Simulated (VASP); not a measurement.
# Driving VASP from ASE on Ti2CS, part 4 of 4

Do ASE scripts that read Ti2CS from different structure formats give one answer, and do several routes find one equilibrium volume? All runs use r2SCAN. Left out of this account: 1 further run (self-consistent run: a reference on another mesh). The start is a cell from a database of measured crystal structures.

VASP 6.6.1; r2SCAN, no spin polarisation; plane waves and PAW (Ti_sv, C, S).

Still holding for the runs below: This run has no spin polarisation, although Ti can carry a moment.

So far. Step 4 (Relaxing cell and atoms (r2SCAN, through ASE)): It ends with a largest force of 0.003 eV/Å and a pressure of 0.02 GPa. Step 5 (Energy against volume, from ASE (r2SCAN)): The fitted volume lies +0.10 % from the relaxed one.

## (8) Total energy, forces and stress (r2SCAN, through ASE), changed input

This run is made with a changed input; what comes of it follows.

Input file run.py:

```python
import numpy as np
from ase.calculators.vasp import Vasp
from ase import Atoms
from ase.dft.bandgap import bandgap

atoms = Atoms(['Ti', 'Ti', 'Ti', 'Ti', 'C', 'C', 'S', 'S'],
              cell=[[3.21, 0.0, 0.0], [-1.605, 2.77994155, 0.0], [0.0, 0.0, 11.2]],
              scaled_positions=[[0.33333333, 0.66666667, 0.099], [0.66666667, 0.33333333, 0.599], [0.33333333, 0.66666667, 0.401], [0.66666667, 0.33333333, 0.901], [0.0, 0.0, 0.0], [0.0, 0.0, 0.5], [0.66666667, 0.33333333, 0.25], [0.33333333, 0.66666667, 0.75]],
              pbc=True)

calc = Vasp(
    xc='r2scan',
    pp='PBE',
    prec='Accurate',
    encut=80,
    ediff=1e-06,
    nelm=74,
    ismear=-1,
    sigma=0.05,
    lreal=False,
    algo='Normal',
    lasph=True,
    nbands=42,
    lorbit=11,
    lwave=False,
    lcharg=False,
    kpar=8,
    isif=2,
    pp_version='64',
    setups={'Ti': '_sv', 'C': '', 'S': ''},
    kpts=(11, 11, 3),
    gamma=True,
    txt='vasp.out',
)
atoms.calc = calc

print("energy (eV):", round(atoms.get_potential_energy(), 6))
print("Fermi level (eV):", round(calc.get_fermi_level(), 4))
print("forces (eV/A):")
print(np.round(atoms.get_forces(), 4))
print("stress (GPa, Voigt, tension positive):", np.round(atoms.get_stress() * 160.21766, 3))
gap, p1, p2 = bandgap(calc, direct=False)
print("gap on the mesh (eV):", round(gap, 4))
```

Potentials, in the order of the species: Ti_sv, C and S (PBE family, release 64).

Launch:

```
$ export ASE_VASP_COMMAND="mpirun -np 8 vasp_std"
$ python run.py
```

Log:

```text
energy (eV): 141.388491
Fermi level (eV): 14.0344
forces (eV/A):
[[-0.     0.     7.359]
 [ 0.     0.     7.359]
 [-0.    -0.    -7.359]
 [ 0.     0.    -7.359]
 [-0.     0.     0.   ]
 [-0.     0.     0.   ]
 [ 0.    -0.     0.   ]
 [-0.     0.     0.   ]]
stress (GPa, Voigt, tension positive): [1861.702 1861.702 1832.557   -0.      -0.      -0.   ]
gap on the mesh (eV): 0.0
```

Wall time 8.2 s (8 MPI ranks of Intel Xeon 6975P-C (Granite Rapids), shared host); peak memory 0.85 GiB.

The INCAR that ASE wrote:

```
ENCUT = 80.000000
SIGMA = 0.050000
EDIFF = 1.00e-06
ALGO = Normal
METAGGA = R2SCAN
PREC = Accurate
ISIF = 2
ISMEAR = -1
KPAR = 8
LORBIT = 11
NBANDS = 42
NELM = 74
LASPH = .TRUE.
LCHARG = .FALSE.
LWAVE = .FALSE.
LREAL = .FALSE.
```

ASE turned this into the KPOINTS:

```
KPOINTS created by Atomic Simulation Environment
0
Gamma
11 11 3
0 0 0
```

VASP's own log, vasp.out:

```text
[... set-up lines as in an earlier step ...]
 entering main loop
       N       E                     dE             d eps       ncg     rms          rms(c)
DAV:   1     0.123063830741E+03    0.12306E+03   -0.11331E+04  3400   0.475E+02
DAV:   2    -0.595548464850E+02   -0.18262E+03   -0.18013E+03  3096   0.167E+02
DAV:   3    -0.652409947534E+02   -0.56861E+01   -0.56537E+01  3238   0.272E+01
DAV:   4    -0.652800231625E+02   -0.39028E-01   -0.39008E-01  3072   0.189E+00
DAV:   5    -0.652802210839E+02   -0.19792E-03   -0.19791E-03  3208   0.116E-01    0.166E+02
DAV:   6     0.934574587612E+02    0.15874E+03   -0.73499E+01  3000   0.620E+01    0.107E+02
DAV:   7     0.135275663791E+03    0.41818E+02   -0.19788E+02  3028   0.622E+01    0.434E+01
DAV:   8     0.128153176319E+03   -0.71225E+01   -0.15821E+01  3384   0.120E+01    0.637E+01
DAV:   9     0.141359739251E+03    0.13207E+02   -0.35786E+01  3008   0.189E+01    0.112E+01
DAV:  10     0.141370502150E+03    0.10763E-01   -0.21134E+00  3424   0.470E+00    0.256E+00
DAV:  11     0.141373617626E+03    0.31155E-02   -0.34581E-02  3242   0.608E-01    0.163E+00
DAV:  12     0.141379320945E+03    0.57033E-02   -0.40298E-03  3390   0.209E-01    0.866E-01
DAV:  13     0.141381592817E+03    0.22719E-02   -0.28745E-03  3184   0.157E-01    0.262E-01
DAV:  14     0.141381960774E+03    0.36796E-03   -0.53478E-04  3374   0.734E-02    0.443E-02
DAV:  15     0.141381923511E+03   -0.37263E-04   -0.13406E-05  2830   0.145E-02    0.449E-02
DAV:  16     0.141381884698E+03   -0.38814E-04   -0.10138E-05  2690   0.105E-02    0.580E-03
DAV:  17     0.141381879599E+03   -0.50990E-05   -0.48060E-07  1810   0.239E-03    0.294E-03
DAV:  18     0.141381877885E+03   -0.17134E-05   -0.19406E-07  1694   0.136E-03    0.444E-04
DAV:  19     0.141381877097E+03   -0.78842E-06   -0.39600E-08  1654   0.571E-04
   1 F= 0.14138188E+03 E0= 0.14138849E+03  d E =-.132282E-01
```

OUTCAR, selected parts (step 8):

```text
   ENCUT  =   80.0 eV   5.88 Ry    2.42 a.u.   2.34  2.34  8.17*2*pi/ulx,y,z

   NELECT =      68.0000    total number of electrons

 E-fermi :  14.0344

 k-point     1 :       0.0000    0.0000    0.0000
  band No.  band energies     occupation
    ...
     35      12.5509      2.00000
     36      13.0031      2.00000
     37      13.0031      2.00000
     38      14.0287      1.05692
     39      14.0288      1.05579
     40      14.8441      0.00000
     41      14.8441      0.00000
     42      15.5031      0.00000

  Total    -1161.3370743  -1161.3370775  -1143.1563958      0.0000000      0.0000000      0.0000000
  in kB   -18617.0194817 -18617.0195333 -18325.5708970      0.0000000      0.0000000      0.0000000
  external PRESSURE =  -18519.8699707 kB  Pullay stress =       0.0000000 kB

 POSITION                                       TOTAL-FORCE (eV/Angst)
 -----------------------------------------------------------------------------------
     -0.00000      1.85329      1.10880        -0.000000      0.000000      7.358966
      1.60500      0.92665      6.70880         0.000000      0.000000      7.358966
     -0.00000      1.85329      4.49120        -0.000000     -0.000000     -7.358966
      1.60500      0.92665     10.09120         0.000000      0.000000     -7.358966
      0.00000      0.00000      0.00000        -0.000000      0.000000      0.000000
      0.00000      0.00000      5.60000        -0.000000      0.000000      0.000000
      1.60500      0.92665      2.80000         0.000000     -0.000000      0.000000
     -0.00000      1.85329      8.40000        -0.000000      0.000000      0.000000
 -----------------------------------------------------------------------------------
    total drift:                                0.000000      0.000000      0.000000

  FREE ENERGIE OF THE ION-ELECTRON SYSTEM (eV)
  ---------------------------------------------------
  free  energy   TOTEN  =       141.3818770968 eV

  energy  without entropy=      141.3951052496  energy(sigma->0) =      141.38849117

[... 6 parts as in an earlier step ...]

[... 10 further parts left out ...]
```

Convergence was reached, but on settings outside the sound range, so the numbers are no properties of the crystal.

Against the sound run on this cell (total energy, forces and stress (r2SCAN, through ASE)) the energy at zero smearing moves by +30064.7 meV an atom and the pressure by -1852.11 GPa.

The fault in the input: cutoff far too low (ENCUT = 80). Raise ENCUT to at least the largest default of the data sets.

## (9) Results

- energy, ASE, structure typed into the script: -12.39110 eV/atom
- energy, ASE, structure read from a CIF with its space group: -12.39273 eV/atom
- volume from VASP's own relaxation: 12.49 Å³/atom
- volume from the fit of the ASE volume loop: 12.51 Å³/atom
- volume from BFGS in ASE: 12.50 Å³/atom

In words: With the structure read from a CIF with its space group, ASE's run differs from the first script by -1.6 meV an atom, which comes from its other mesh. The routes to the equilibrium volume agree within 0.10 %. VASP's relaxation keeps the plane waves of its start, while ASE starts VASP afresh at each cell, and a loop at fixed shape can't relax anything but the volume. Magnetism was not tested.

[Lines on the potential files, build, host, timing and source positions are cut from VASP's logs without a mark.]

[Logs are printed without paths, hosts, clocks, repeated set-up lines and the standing remarks that a program may print on its own settings, such as how far it seeks lower states.]

[Hosts, paths, dates, database ids (printed as entryN), source tags and the programs' standing remarks are cut or masked in the printed files.]

[A measured line is paired with the nearest computed mode of its activity, which favours agreement.]
